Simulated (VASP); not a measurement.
Input:

```yaml
crystal:
  lattice:
    - [0.00000, 3.03779, 3.03779]
    - [3.03779, 0.00000, 3.03779]
    - [3.03779, 3.03779, 0.00000]
  atoms:
    - { symbol: Li, position: [0.25000, 0.25000, 0.25000] }
    - { symbol: Li, position: [0.75000, 0.75000, 0.75000] }
    - { symbol: Se, position: [0.00000, 0.00000, 0.00000] }
```

Calculation: revPBE GGA, VASP's PBE PAW potentials (set 64) (plane waves; VASP 6.6.1). Settings: 520 eV cut-off, 6×6×6 Γ-centred mesh, Gaussian smearing of 0.050 eV, potentials Li_sv Se.

**Question.** What does the run give for the energy per atom (σ→0), band gap (on the k-mesh) with the smallest direct gap where there is one?

**Answer.** 
```
Property                                     Result
-----------------------------------  --------------
band gap (on the k-mesh)                    3.11 eV
smallest direct gap (on the k-mesh)         3.37 eV
energy per atom (σ→0)                -3.536 eV/atom
```

The compound is Li2Se in the antifluorite structure. It was relaxed first. The start is the result of an earlier pass.
